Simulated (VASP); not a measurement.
# Sn3P2 (P6_3/mmc) in VASP: single point with PBE

Aim: the single point of Sn3P2 with PBE.

All numbers are computed with VASP 6.6.1; they aren't measurements. Logs are shortened: lines on timing, memory, paths and dates and some standing lists are left out, and cuts for length are marked.

## 1. The crystal as given

It takes space group P6_3/mmc (No. 194, hexagonal). The conventional cell has a = 3.906 Å, b = 3.906 Å, c = 18.524 Å, α = 90.00°, β = 90.00°, γ = 120.00°. Around Sn (site symmetry -6m2) lie 6 P at 2.92 Å. Sn (site symmetry 3m) is surrounded by 3 P at 2.71 Å. Around P (site symmetry 3m) lie 6 Sn at 2.71 to 2.92 Å.

The cell was built by a generator and needn't be a form met in nature.

## 2. Single point, PBE

File INCAR:

```
ALGO     = Fast           # electronic algorithm
EDIFF    = 1E-5           # SCF threshold, eV
ENCUT    = 520            # plane-wave cutoff, eV
GGA      = PE             # functional
ISIF     = 2              # what is computed and relaxed
ISMEAR   = 0              # smearing method
LASPH    = True           # aspherical terms in the spheres
LCHARG   = False          # write CHGCAR
LREAL    = Auto         
LWAVE    = False          # write WAVECAR
NBANDS   = 63             # bands
NELM     = 80             # most SCF steps
PREC     = Normal         # precision mode
SIGMA    = 0.15           # smearing width, eV
```

File KPOINTS:

```
k-points
0
Gamma
  7 7 2
```

File POSCAR:

```
Sn3P2
1.0
    3.9059060000      0.0000000000      0.0000000000
   -1.9529530000      3.3826130000      0.0000000000
    0.0000000000      0.0000000000     18.5236200000
Sn P
6 4
Direct
    0.0000000000      0.0000000000      0.2500000000
    0.0000000000      0.0000000000      0.7500000000
    0.3333330000      0.6666670000      0.9307960000
    0.6666670000      0.3333330000      0.4307960000
    0.3333330000      0.6666670000      0.5692040000
    0.6666670000      0.3333330000      0.0692040000
    0.3333330000      0.6666670000      0.1501210000
    0.6666670000      0.3333330000      0.6501210000
    0.3333330000      0.6666670000      0.3498790000
    0.6666670000      0.3333330000      0.8498790000
```

Potentials or basis: VASP PAW PBE potentials, release 64 (Sn_d, P).

The run is started by

```console
$ cat potpaw_PBE.64/Sn_d/POTCAR potpaw_PBE.64/P/POTCAR > POTCAR
$ mpirun -np 1 vasp_std > vasp.out
```

OUTCAR:

```text
EDIFF = 1E-5
   ENCUT = 520
   GGA = PE
   ISIF = 2
   ISMEAR = 0
   LASPH = True
   LREAL = Auto
   NELM = 80
   PREC = Normal

 ion  position               nearest neighbor table
   1  0.000  0.000  0.250-   7 2.92   9 2.92   7 2.92   9 2.92   7 2.92   9 2.92
   2  0.000  0.000  0.750-   8 2.92  10 2.92   8 2.92  10 2.92   8 2.92  10 2.92
   3  0.333  0.667  0.931-  10 2.71  10 2.71  10 2.71   6 3.41   6 3.41   6 3.41
   4  0.667  0.333  0.431-   9 2.71   9 2.71   9 2.71   5 3.41   5 3.41   5 3.41
   5  0.333  0.667  0.569-   8 2.71   8 2.71   8 2.71   4 3.41   4 3.41   4 3.41
   6  0.667  0.333  0.069-   7 2.71   7 2.71   7 2.71   3 3.41   3 3.41   3 3.41
   7  0.333  0.667  0.150-   6 2.71   6 2.71   6 2.71   1 2.92   1 2.92   1 2.92
   8  0.667  0.333  0.650-   5 2.71   5 2.71   5 2.71   2 2.92   2 2.92   2 2.92
   9  0.333  0.667  0.350-   4 2.71   4 2.71   4 2.71   1 2.92   1 2.92   1 2.92
  10  0.667  0.333  0.850-   3 2.71   3 2.71   3 2.71   2 2.92   2 2.92   2 2.92

  LATTYP: Found a hexagonal cell.
 ALAT       =     3.9059060000
 C/A-ratio  =     4.7424643604

  Lattice vectors:

 A1 = (   3.9059060000,   0.0000000000,   0.0000000000)
 A2 = (  -1.9529530000,   3.3826130000,   0.0000000000)
 A3 = (   0.0000000000,   0.0000000000,  18.5236200000)

Analysis of symmetry for initial positions (statically):
=====================================================================
 Subroutine PRICEL returns:
 Original cell was already a primitive cell.

 Routine SETGRP: Setting up the symmetry group for a
 hexagonal supercell.

 Subroutine GETGRP returns: Found 24 space group operations
 (whereof 12 operations were pure point group operations)
 out of a pool of 24 trial point group operations.

The static configuration has the point symmetry D_3d.
 The point group associated with its full space group is D_6h.

Analysis of symmetry for dynamics (positions and initial velocities):
=====================================================================
 Subroutine PRICEL returns:
 Original cell was already a primitive cell.

 Routine SETGRP: Setting up the symmetry group for a
 hexagonal supercell.

 Subroutine GETGRP returns: Found 24 space group operations
 (whereof 12 operations were pure point group operations)
 out of a pool of 24 trial point group operations.

The dynamic configuration has the point symmetry D_3d.
 The point group associated with its full space group is D_6h.

 Subroutine INISYM returns: Found 24 space group operations
 (whereof 12 operations are pure point group operations),
 and found     1 'primitive' translations

----------------------------------------------------------------------------------------

                                     Primitive cell

  volume of cell :     244.7372

  direct lattice vectors                    reciprocal lattice vectors
     3.905906000  0.000000000  0.000000000     0.256022546  0.147814722  0.000000000
    -1.952953000  3.382613000  0.000000000     0.000000000  0.295629444  0.000000000
     0.000000000  0.000000000 18.523620000     0.000000000  0.000000000  0.053985128

  length of vectors
     3.905906000  3.905905289 18.523620000     0.295629390  0.295629444  0.053985128

  position of ions in fractional coordinates (direct lattice)
     0.000000000  0.000000000  0.250000000
     0.000000000  0.000000000  0.750000000
     0.333333000  0.666667000  0.930796000
     0.666667000  0.333333000  0.430796000
     0.333333000  0.666667000  0.569204000
     0.666667000  0.333333000  0.069204000
     0.333333000  0.666667000  0.150121000
     0.666667000  0.333333000  0.650121000
     0.333333000  0.666667000  0.349879000
     0.666667000  0.333333000  0.849879000

  ion indices of the primitive-cell ions
   primitive index   ion index
                 1           1
                 2           2
                 3           3
                 4           4
                 5           5
                 6           6
                 7           7
                 8           8
                 9           9
                10          10

----------------------------------------------------------------------------------------

 KPOINTS: k-points

Automatic generation of k-mesh.
 Grid dimensions read from file:
 generate k-points for:    7    7    2

 Generating k-lattice:

  Cartesian coordinates                     Fractional coordinates (reciprocal lattice)
     0.036574649  0.021116389  0.000000000     0.142857143  0.000000000  0.000000000
     0.000000000  0.042232778  0.000000000     0.000000000  0.142857143  0.000000000
     0.000000000  0.000000000  0.026992564     0.000000000  0.000000000  0.500000000

  Length of vectors
     0.042232770  0.042232778  0.026992564

  Shift w.r.t. Gamma in fractional coordinates (k-lattice)
     0.000000000  0.000000000  0.000000000

 Subroutine IBZKPT returns following result:
 ===========================================

 Found     16 irreducible k-points:

 Following reciprocal coordinates:
            Coordinates               Weight
  0.000000  0.000000  0.000000      1.000000
  0.142857 -0.000000  0.000000      6.000000
  0.285714  0.000000  0.000000      6.000000
  0.428571 -0.000000  0.000000      6.000000
  0.142857  0.142857  0.000000      6.000000
  0.285714  0.142857  0.000000     12.000000
[... 8 lines left out ...]
  0.428571  0.142857  0.500000      6.000000
  0.285714  0.285714  0.500000      6.000000
   k-points           NKPTS =     16   k-points in BZ     NKDIM =     16   number of bands    NBANDS=     63
   number of dos      NEDOS =    301   number of ions     NIONS =     10
   total plane-waves  NPLWV =  62208
   dimension x,y,z NGX =    24 NGY =   24 NGZ =  108
   dimension x,y,z NGXF=    48 NGYF=   48 NGZF=  216
   ions per type =               6   4
   NGX,Y,Z   is equivalent  to a cutoff of  10.22, 10.22,  9.69 a.u.
   NGXF,Y,Z  is equivalent  to a cutoff of  20.43, 20.43, 19.39 a.u.
 SYSTEM =  unknown system
   PREC   = normal    normal or accurate (medium, high low for compatibility)
   ISTART =      0    job   : 0-new  1-cont  2-samecut
   ICHARG =      2    charge: 1-file 2-atom 10-const
   ISPIN  =      1    spin polarized calculation?
   LNONCOLLINEAR =      F non collinear calculations
   LSORBIT =      F    spin-orbit coupling
   LASPH  =      T    aspherical Exc in radial PAW
   ENCUT  =  520.0 eV  38.22 Ry    6.18 a.u.   7.26  7.26 34.44*2*pi/ulx,y,z
   NELM   =     80;   NELMIN=  2; NELMDL= -5     # of ELM steps
   EDIFF  = 0.1E-04   stopping-criterion for ELM
   LREAL  =      T    real-space projection
   EDIFFG = 0.1E-03   stopping-criterion for IOM
   NSW    =      0    number of steps for IOM
   IBRION =     -1    ionic relax: 0-MD 1-quasi-New 2-CG
   NFREE  =      0    steps in history (QN), initial steepest desc. (CG)
   ISIF   =      2    stress and relaxation
   ISYM   =      2    0-nonsym 1-usesym 2-fastsym
   POTIM  = 0.5000    time-step for ionic-motion
   TEBEG  =    0.0;   TEEND  =   0.0 temperature during run
   PSTRESS=    0.0 pullay stress
   NELECT =     104.0000    total number of electrons
   NUPDOWN=      -1.0000    fix difference up-down
   EMIN   =  10.00;   EMAX   =-10.00  energy-range for DOS
   EFERMI =   0.00;   METHOD = LEGACY
   ISMEAR =     0;   SIGMA  =   0.15  broadening in eV -4-tet -1-fermi 0-gaus
   EFERMI_NEDOS =   21; number of points for ismear=-14 and -15
   IALGO  =     68    algorithm
   IMIX   =      4    mixing-type and parameters
     AMIX     =   0.40;   BMIX     =  1.00
     AMIX_MAG =   1.60;   BMIX_MAG =  1.00
  volume/ion in A,a.u.               =      24.47       165.16
  Fermi-wavevector in a.u.,A,eV,Ry     =   1.230796  2.325867 20.610894  1.514858
  Thomas-Fermi vector in A             =   2.365630
   LORBIT       =      0    0 simple, 1 ext, 2 COOP (PROOUT), +10 PAW based schemes
   GGA     = PE    functional components
   LHFCALC =     F    Hartree Fock is set to
   AEXX    =    0.0000 exact exchange contribution
   IVDW    =     0    specifies the selected vdW correction
   LEPSILON=     F    determine dielectric tensor
   LRPA    =     F    only Hartree local field effects (RPA)
 non-spin polarized calculation
 RMM-DIIS sequential band-by-band and
 Gauss-broadening in eV      SIGMA  =   0.15
  energy-cutoff  :      520.00
  volume of cell :      244.74
 maximum number of plane-waves:      6651
   NGX = 15   NGY = 15   NGZ = 69

 number of electron     103.9999928 magnetization

 Free energy of the ion-electron system (eV)
  ---------------------------------------------------
  ext. energy  EPLUGINS =         0.00000000
  ---------------------------------------------------
  free energy    TOTEN  =       -44.33811080 eV

  energy without entropy =      -44.28760010  energy(sigma->0) =      -44.31285545

 E-fermi :   7.3212     XC(G=0): -10.0525

 val. band max:        7.3168149767   @ k =   0.2857   0.1429   0.0000
 cond. band min:       7.4186699089   @ k =   0.2857   0.0000   0.0000
 fundamental gap:      0.1018549322
 Fermi energy:         7.3211747239

 k-point     1 :       0.0000    0.0000    0.0000
  band No.  band energies     occupation
      1     -14.4180      2.00000
      2     -14.4180      2.00000
      3     -14.4180      2.00000
      4     -14.4180      2.00000
      5     -14.3978      2.00000
      6     -14.3977      2.00000
[... 55 lines left out ...]
     62      10.7257      0.00000
     63      10.7558      0.00000

 k-point     2 :       0.1429   -0.0000    0.0000
  band No.  band energies     occupation
      1     -14.4193      2.00000
      2     -14.4193      2.00000
      3     -14.4112      2.00000
      4     -14.4112      2.00000
      5     -14.3941      2.00000
      6     -14.3940      2.00000
[... 913 lines left out ...]
     62      10.6720      0.00000
     63      11.5012      0.00000

 k-point    16 :       0.2857    0.2857    0.5000
  band No.  band energies     occupation
      1     -14.4093      2.00000
      2     -14.4093      2.00000
      3     -14.4089      2.00000
      4     -14.4089      2.00000
      5     -14.3989      2.00000
      6     -14.3989      2.00000
[... 55 lines left out ...]
     62      11.0946      0.00000
     63      11.8464      0.00000

------------------------ aborting loop because EDIFF is reached ----------------------------------------

  FORCE on cell =-STRESS in cart. coord.  units (eV):
  Direction    XX          YY          ZZ          XY          YZ          ZX
  --------------------------------------------------------------------------------------
  -------------------------------------------------------------------------------------
  Total        0.3424693      0.3424691     -0.0613358      0.0000000      0.0000000     -0.0000000
  in kB        2.2419828      2.2419817     -0.4015360      0.0000000      0.0000000     -0.0000000
  external PRESSURE =       1.3608095 kB  Pullay stress =       0.0000000 kB

 VOLUME and BASIS-vectors are now :
 -----------------------------------------------------------------------------
  energy-cutoff  :      520.00
  volume of cell :      244.74
      direct lattice vectors                 reciprocal lattice vectors
     3.905906000  0.000000000  0.000000000     0.256022546  0.147814722  0.000000000
    -1.952953000  3.382613000  0.000000000     0.000000000  0.295629444  0.000000000
     0.000000000  0.000000000 18.523620000     0.000000000  0.000000000  0.053985128

 POSITION                                       TOTAL-FORCE (eV/Angst)
 -----------------------------------------------------------------------------------
      0.00000      0.00000      4.63091         0.000000     -0.000000      0.000000
      0.00000      0.00000     13.89272        -0.000000     -0.000000      0.000000
     -0.00000      2.25508     17.24171        -0.000000     -0.000000     -0.080411
      1.95295      1.12754      7.97990         0.000000      0.000000     -0.080411
     -0.00000      2.25508     10.54372        -0.000000      0.000000      0.080411
      1.95295      1.12754      1.28191         0.000000      0.000000      0.080411
     -0.00000      2.25508      2.78078        -0.000000      0.000000      0.014905
      1.95295      1.12754     12.04259         0.000000     -0.000000      0.014905
     -0.00000      2.25508      6.48103        -0.000000      0.000000     -0.014905
      1.95295      1.12754     15.74284         0.000000     -0.000000     -0.014905
 -----------------------------------------------------------------------------------
    total drift:                               -0.001464      0.001085      0.000025

  FREE ENERGIE OF THE ION-ELECTRON SYSTEM (eV)
  ---------------------------------------------------
  free  energy   TOTEN  =       -44.3381108037 eV

  energy  without entropy=      -44.2876001012  energy(sigma->0) =      -44.31285545
```

Run time: 3.4 min. Hardware: 1 thread of AMD EPYC 7R13 (Zen 3), shared host; peak memory 0.28 GiB.

Results:

```
Free energy            : -44.3381 eV
Pressure               : 0.1 GPa
Largest force          : 0.080 eV/Å
Band gap on the k mesh : none (metal or under the smearing width)
```

Forces in eV/Å, atoms in the order of the input:
```
Sn   0.000  0.000  0.000
Sn   0.000  0.000  0.000
Sn   0.000  0.000 -0.080
Sn   0.000  0.000 -0.080
Sn   0.000  0.000  0.080
Sn   0.000  0.000  0.080
P    0.000  0.000  0.015
P    0.000  0.000  0.015
P    0.000  0.000 -0.015
P    0.000  0.000 -0.015
```

Stress tensor (GPa, compression positive):
```
 0.22  0.00  0.00
 0.00  0.22  0.00
 0.00  0.00 -0.04
```
